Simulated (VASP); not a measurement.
CaTl2Si2: single point with r2SCAN

Crystal: CaTl2Si2.

```
Si Ca Tl
1.0
     0.00000    4.56393    0.00000
     4.56393    0.00000    0.00000
     2.28197    2.28197   -5.64843
Si Ca Tl
2 1 2
Direct
  0.38400 0.38400 0.23200
  0.61600 0.61600 0.76800
  0.00000 0.00000 0.00000
  0.75000 0.25000 0.50000
  0.25000 0.75000 0.50000
```

The cell was built by a generator and needn't be a form met in nature.

| Property | Result |
| --- | --- |
| Program | VASP 6.6.1 |
| Task | single point |
| Functional | r2SCAN |
| Potentials or basis | VASP PAW PBE potentials, release 64 (Si, Ca_sv, Tl_d) |
| Cutoff | 520 eV |
| k mesh | 4 × 4 × 4 |
| Occupations | fermi-dirac, width 0.1 eV |
| Spin | no spin polarisation |
| Dipole correction | no |
| Further INCAR settings | ALGO = Normal; EDIFF = 1e-06; NBANDS = 30 |

* Pressure: 5.3 GPa
* Largest force: 1.848 eV/Å
* Band gap on the k mesh: none (metal or under the smearing width)

Forces on the atoms (eV/Å):
```
Si   0.000  0.000  1.848
Si   0.000  0.000 -1.848
Ca   0.000  0.000  0.000
Tl   0.000  0.000  0.000
Tl   0.000  0.000  0.000
```

Stress tensor (GPa, compression positive):
```
7.22 0.00 0.00
0.00 7.22 0.00
0.00 0.00 1.36
```

Levels at points of the mesh, in eV from the Fermi level:
```
           k point  band 18  band 19  band 20  band 21  band 22  band 23  band 24  band 25  band 26  band 27
(0.00, 0.00, 0.00)    -3.95    -3.20    -3.20    -1.00    -1.00    -0.20     0.82     0.96     2.63     3.04
(0.50, 0.00, 0.00)    -5.25    -2.15    -1.90    -1.24    -0.95    -0.23     0.20     1.48     2.74     3.23
(0.50, 0.50, 0.00)    -7.55    -4.44    -3.86    -2.71    -0.42     0.23     1.09     2.79     3.12     3.53
(0.00, 0.00, 0.50)    -3.55    -3.55    -1.92    -1.33    -0.29     0.54     0.54     2.16     2.38     2.59
```

Run time: 99 s on 1 thread of Intel(R) Xeon(R) 6975P-C (Granite Rapids), with other jobs on the host, peak memory 0.27 GiB.

Caveat: the k mesh is coarse (spacing up to 0.37 Å⁻¹), so the values aren't converged; the PAW data sets were made with another functional, which shifts forces and pressure a little. Spin-orbit coupling is left out, which matters for the levels of Tl.
